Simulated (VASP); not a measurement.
# Sb2Te3O2 (P-4m2) in VASP: phonons with PBE

Aim: the phonons of Sb2Te3O2 with PBE.

Program: VASP 6.6.1. These are calculated values, not measurements. Logs are shortened: lines on timing, memory, paths and dates and some standing lists are left out, and cuts for length are marked.

## (1) The crystal as given

Symmetry: P-4m2, No. 115, tetragonal system. The conventional cell has a = 3.811 Å, b = 3.811 Å, c = 11.390 Å, α = 90.00°, β = 90.00°, γ = 90.00°. Sb (site symmetry 2mm) is surrounded by 4 O at 2.28 Å. Te (site symmetry 2mm) is surrounded by 2 Te at 3.13 Å and 4 Sb at 3.33 Å. Te (site symmetry -4m2) has 4 Te at 3.13 Å as nearest neighbours. Around O (site symmetry -4m2) lie 4 Sb at 2.28 Å. Around O (site symmetry -4m2) lie 4 Sb at 2.28 Å.

The cell was built by a generator and needn't be a form met in nature.

## (2) Phonons, PBE

POSCAR reads:

```
Sb2Te3O2
1.0
    3.8114500000      0.0000000000      0.0000000000
    0.0000000000      3.8114500000      0.0000000000
    0.0000000000      0.0000000000     11.3900400000
Sb Te O
2 3 2
Direct
    0.0000000000      0.5000000000      0.8897280000
    0.5000000000      0.0000000000      0.1102720000
    0.0000000000      0.5000000000      0.2825120000
    0.5000000000      0.5000000000      0.5000000000
    0.5000000000      0.0000000000      0.7174880000
    0.5000000000      0.5000000000      0.0000000000
    0.0000000000      0.0000000000      0.0000000000
```

INCAR.step1 reads:

```
SYSTEM = Sb2Te3O2
PREC = Accurate ; ENCUT = 520
EDIFF = 1E-8 ; ISMEAR = 0
SIGMA = 0.1 ; LREAL = .False.
LASPH = .True. ; NELM = 80
ALGO = Normal ; ISIF = 3
LWAVE = .False. ; LCHARG = .False.
GGA = PE ; KPAR = 8
IBRION = 2 ; NSW = 40
EDIFFG = -0.002
```

INCAR.step2 reads:

```
SYSTEM = Sb2Te3O2
PREC = Accurate ; ENCUT = 520
EDIFF = 1E-8 ; ISMEAR = 0
SIGMA = 0.1 ; LREAL = .False.
LASPH = .True. ; NELM = 80
ALGO = Normal ; ISIF = 2
LWAVE = .False. ; LCHARG = .False.
GGA = PE ; KPAR = 8
IBRION = 6 ; NFREE = 2
POTIM = 0.015 ; NSW = 1
```

KPOINTS reads:

```
regular mesh
0
Gamma
  8 8 4
  0 0 0
```

Potentials or basis: VASP PAW PBE potentials, release 64 (Sb, Te, O).

Launch:

```sh
cat potpaw_PBE.64/Sb/POTCAR potpaw_PBE.64/Te/POTCAR potpaw_PBE.64/O/POTCAR > POTCAR
cp INCAR.step1 INCAR
mpirun -np 8 vasp_std > vasp.out
cp CONTCAR POSCAR
cp INCAR.step2 INCAR
mpirun -np 8 vasp_std > vasp.out
```

OUTCAR:

```text
SYSTEM = Sb2Te3O2
   PREC = Accurate
   ENCUT = 520
   EDIFF = 1E-8
   ISMEAR = 0
   LREAL = .False.
   LASPH = .True.
   NELM = 80
   ISIF = 2
   GGA = PE
   IBRION = 6
   NFREE = 2
   POTIM = 0.015
   NSW = 1

 ion  position               nearest neighbor table
   1  0.000  0.500  0.890-   6 2.28   7 2.28   7 2.28   6 2.28   5 3.33   5 3.33   5 3.33   5 3.33
                             2 3.68   2 3.68   2 3.68   2 3.68
   2  0.500  0.000  0.110-   6 2.28   7 2.28   6 2.28   7 2.28   3 3.33   3 3.33   3 3.33   3 3.33
                             1 3.68   1 3.68   1 3.68   1 3.68
   3  0.000  0.500  0.282-   4 3.13   4 3.13   2 3.33   2 3.33   2 3.33   2 3.33
   4  0.500  0.500  0.500-   3 3.13   5 3.13   5 3.13   3 3.13
   5  0.500  0.000  0.718-   4 3.13   4 3.13   1 3.33   1 3.33   1 3.33   1 3.33
   6  0.500  0.500  0.000-   1 2.28   2 2.28   2 2.28   1 2.28
   7  0.000  0.000  0.000-   1 2.28   2 2.28   1 2.28   2 2.28

  LATTYP: Found a simple tetragonal cell.
 ALAT       =     3.8110825003
 C/A-ratio  =     2.9885677930

  Lattice vectors:

 A1 = (   3.8110825003,   0.0000000000,   0.0000000000)
 A2 = (   0.0000000000,   3.8110825003,   0.0000000000)
 A3 = (   0.0000000000,   0.0000000000,  11.3896784169)

Analysis of symmetry for initial positions (statically):
=====================================================================
 Subroutine PRICEL returns:
 Original cell was already a primitive cell.

 Routine SETGRP: Setting up the symmetry group for a
 simple tetragonal supercell.

 Subroutine GETGRP returns: Found  8 space group operations
 (whereof  8 operations were pure point group operations)
 out of a pool of 16 trial point group operations.

The static configuration has the point symmetry D_2d.

Analysis of symmetry for dynamics (positions and initial velocities):
=====================================================================
 Subroutine PRICEL returns:
 Original cell was already a primitive cell.

 Routine SETGRP: Setting up the symmetry group for a
 simple tetragonal supercell.

 Subroutine GETGRP returns: Found  8 space group operations
 (whereof  8 operations were pure point group operations)
 out of a pool of 16 trial point group operations.

The dynamic configuration has the point symmetry D_2d.

 Subroutine INISYM returns: Found  8 space group operations
 (whereof  8 operations are pure point group operations),
 and found     1 'primitive' translations

----------------------------------------------------------------------------------------

                                     Primitive cell

  volume of cell :     165.4277

  direct lattice vectors                    reciprocal lattice vectors
     3.811082500  0.000000000  0.000000000     0.262392640  0.000000000  0.000000000
     0.000000000  3.811082500  0.000000000     0.000000000  0.262392640  0.000000000
     0.000000000  0.000000000 11.389678417     0.000000000  0.000000000  0.087798791

  length of vectors
     3.811082500  3.811082500 11.389678417     0.262392640  0.262392640  0.087798791

  position of ions in fractional coordinates (direct lattice)
     0.000000000  0.500000000  0.889693447
     0.500000000  0.000000000  0.110306553
     0.000000000  0.500000000  0.282461614
     0.500000000  0.500000000  0.500000000
     0.500000000  0.000000000  0.717538386
     0.500000000  0.500000000  0.000000000
     0.000000000  0.000000000  0.000000000

  ion indices of the primitive-cell ions
   primitive index   ion index
                 1           1
                 2           2
                 3           3
                 4           4
                 5           5
                 6           6
                 7           7

----------------------------------------------------------------------------------------

 KPOINTS: regular mesh

[... 98 lines left out ...]
 finite differences with symmetry
 non-spin polarized calculation
 Gauss-broadening in eV      SIGMA  =   0.10
  energy-cutoff  :      520.00
  volume of cell :      165.43
 maximum number of plane-waves:      4482
   NGX = 15   NGY = 15   NGZ = 43

--------------------------------------- Ionic step        1  -------------------------------------------

 number of electron      39.9999991 magnetization

 Free energy of the ion-electron system (eV)
  ---------------------------------------------------
  ext. energy  EPLUGINS =         0.00000000
  ---------------------------------------------------
  free energy    TOTEN  =       -30.56900993 eV

  energy without entropy =      -30.55309347  energy(sigma->0) =      -30.56105170

------------------------ aborting loop because EDIFF is reached ----------------------------------------

  FORCE on cell =-STRESS in cart. coord.  units (eV):
  Direction    XX          YY          ZZ          XY          YZ          ZX
  --------------------------------------------------------------------------------------
  -------------------------------------------------------------------------------------
  Total        0.0053980      0.0053980     -0.0021772      0.0000000      0.0000000      0.0000000
  in kB        0.0522800      0.0522800     -0.0210858      0.0000000      0.0000000      0.0000000
  external PRESSURE =       0.0278247 kB  Pullay stress =       0.0000000 kB
[... 104 lines left out ...]
  FREE ENERGIE OF THE ION-ELECTRON SYSTEM (eV)
  ---------------------------------------------------
  free  energy   TOTEN  =       -30.5689302553 eV

  energy  without entropy=      -30.5530173141  energy(sigma->0) =      -30.56097378

[... ionic steps 4 to 22 ...]

--------------------------------------- Ionic step       23  -------------------------------------------

 number of electron      39.9999993 magnetization

------------------------ aborting loop because EDIFF is reached ----------------------------------------
[... 77 lines left out ...]
--------------------------------------- Ionic step       25  -------------------------------------------

 number of electron      39.9999990 magnetization

 Free energy of the ion-electron system (eV)
  ---------------------------------------------------
  ext. energy  EPLUGINS =         0.00000000
  ---------------------------------------------------
  free energy    TOTEN  =       -30.56847471 eV

  energy without entropy =      -30.55256608  energy(sigma->0) =      -30.56052040

 E-fermi :   6.8413     XC(G=0):  -9.7640

 val. band max:        6.8347585284   @ k =   0.2500   0.1250   0.0000
 cond. band min:       6.8427545660   @ k =   0.2500   0.1250   0.2500
 fundamental gap:      0.0079960376
 Fermi energy:         6.8413440070

 k-point     1 :       0.0000    0.0000    0.0000
  band No.  band energies     occupation
      1     -13.7002      2.00000
      2     -11.5047      2.00000
      3      -5.8813      2.00000
      4      -5.4380      2.00000
      5      -3.6825      2.00000
      6      -2.8781      2.00000
[... 637 lines left out ...]
     23       9.1757      0.00000
     24       9.3170      0.00000

 [... further k-points ...]

------------------------ aborting loop because EDIFF is reached ----------------------------------------

  FORCE on cell =-STRESS in cart. coord.  units (eV):
  Direction    XX          YY          ZZ          XY          YZ          ZX
  --------------------------------------------------------------------------------------
  -------------------------------------------------------------------------------------
  Total       -0.0323223      0.0454087     -0.0020047      0.0000000      0.0000000      0.0000000
  in kB       -0.3130435      0.4397864     -0.0194160      0.0000000      0.0000000      0.0000000
  external PRESSURE =       0.0357756 kB  Pullay stress =       0.0000000 kB
[... 22 lines left out ...]
  FREE ENERGIE OF THE ION-ELECTRON SYSTEM (eV)
  ---------------------------------------------------
  free  energy   TOTEN  =       -30.5684747092 eV

  energy  without entropy=      -30.5525660831  energy(sigma->0) =      -30.56052040

 INTERNAL STRAIN TENSORS FROM DISPLACED ATOMS
 ============================================

 INTERNAL STRAIN TENSOR FOR ION    1 for displacements in x,y,z  (eV/Angst):
          X           Y           Z          XY          YZ          ZX
  --------------------------------------------------------------------------------
  x     0.00000     0.00000     0.00000     0.00000     0.00000     1.10719
  y     0.00000     0.00000     0.00000     0.00000     0.28946     0.00000
  z     9.98370     7.80495    14.19263     0.00000     0.00000     0.00000

 INTERNAL STRAIN TENSOR FOR ION    7 for displacements in x,y,z  (eV/Angst):
          X           Y           Z          XY          YZ          ZX
  --------------------------------------------------------------------------------
  x     0.00000     0.00000     0.00000     0.00000     0.00000    -0.47911
  y     0.00000     0.00000     0.00000     0.00000     0.47911     0.00000
  z     2.59254    -2.59254     0.00000     0.00000     0.00000     0.00000

 Eigenvectors and eigenvalues of the dynamical matrix
 ----------------------------------------------------

   1 f  =   11.128438 THz    69.922039 2PiTHz  371.204739 cm-1    46.023501 meV
             X         Y         Z           dx          dy          dz
      0.000000  1.905541 10.133322    -0.059207   -0.039087   -0.000000
      1.905541  0.000000  1.256356     0.051825    0.044655   -0.000000
      0.000000  1.905541  3.217147    -0.034682   -0.015740   -0.000000
      1.905541  1.905541  5.694839     0.010230   -0.007716    0.000000
      1.905541  0.000000  8.172531     0.020869    0.026157    0.000000
      1.905541  1.905541  0.000000    -0.545546    0.411455    0.000000
      0.000000  0.000000  0.000000     0.576076   -0.434480   -0.000000
[... 191 lines left out ...]
  21 f/i=    1.711825 THz    10.755714 2PiTHz   57.100336 cm-1     7.079536 meV
             X         Y         Z           dx          dy          dz
      0.000000  1.905541 10.133322     0.000000    0.000000    0.382407
      1.905541  0.000000  1.256356    -0.000000    0.000000    0.382407
      0.000000  1.905541  3.217147     0.000000    0.000000   -0.522744
      1.905541  1.905541  5.694839    -0.000000   -0.000000    0.374006
      1.905541  0.000000  8.172531     0.000000    0.000000   -0.522744
      1.905541  1.905541  0.000000     0.000000    0.000000   -0.086438
      0.000000  0.000000  0.000000     0.000000    0.000000   -0.116851

 ELASTIC MODULI CONTR FROM IONIC RELAXATION (kBar)
 Direction    XX          YY          ZZ          XY          YZ          ZX
 --------------------------------------------------------------------------------
 XX        -145.0764    -46.5658   -140.1603      0.0000     -0.0000      0.0000
 YY         -46.5658   -145.0764   -140.1603      0.0000     -0.0000      0.0000
 ZZ        -140.1603   -140.1603   -278.4339      0.0000     -0.0000      0.0000
 XY           0.0000      0.0000      0.0000      0.0000      0.0000      0.0000
 YZ          -0.0000     -0.0000     -0.0000      0.0000   -147.7866     -0.0000
 ZX           0.0000      0.0000      0.0000      0.0000     -0.0000   -147.7865
 --------------------------------------------------------------------------------
```

Run time: 17 min. Hardware: 8 MPI ranks of Intel Xeon Platinum 8488C (Sapphire Rapids), shared host; peak memory 0.72 GiB.

What came out:

```yaml
Highest_phonon_frequency_at_Γ_LO-TO_splitting_left_out: 371 cm⁻¹
Most_unstable_mode: 57i cm⁻¹
```

Phonon frequencies in cm⁻¹ (negative: imaginary):
```
              q point                                                             frequencies
(0.000, 0.000, 0.000)  -57 -53 -53 0 0 0 30 30 35 35 62 62 87 102 169 169 192 287 305 371 371
```

Caveat: some modes are imaginary.
